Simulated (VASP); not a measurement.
Consider the following.

```yaml
crystal:
  lattice:
    - [2.27838, -3.94626, 0.00000]
    - [2.27838, 3.94626, 0.00000]
    - [0.00000, 0.00000, 7.43861]
  atoms:
    - { symbol: Ag, position: [0.66667, 0.33333, 0.50008] }
    - { symbol: Ag, position: [0.33333, 0.66667, 0.00008] }
    - { symbol: I, position: [0.66667, 0.33333, 0.87492] }
    - { symbol: I, position: [0.33333, 0.66667, 0.37492] }
```

Level of theory: PBEsol GGA, VASP's PBE PAW potentials (set 64) (plane waves; VASP). Numerical set-up: 400 eV cut-off, 6×6×4 Γ-centred mesh, tetrahedra with Blöchl corrections, potentials Ag I.

The cores are frozen, which limits the accuracy of field gradients.

### Question
Give the principal components of the electric field gradient (V/Å²) and the asymmetry η at each nucleus.

### Answer

```csv
atom,Vxx,Vyy,Vzz,η
Ag1,0.2,0.2,-0.5,-
Ag2,0.2,0.2,-0.5,-
I3,-2.3,-2.3,4.6,0.00
I4,-2.3,-2.3,4.6,0.00
```

The compound is AgI in the wurtzite structure. It was relaxed first.
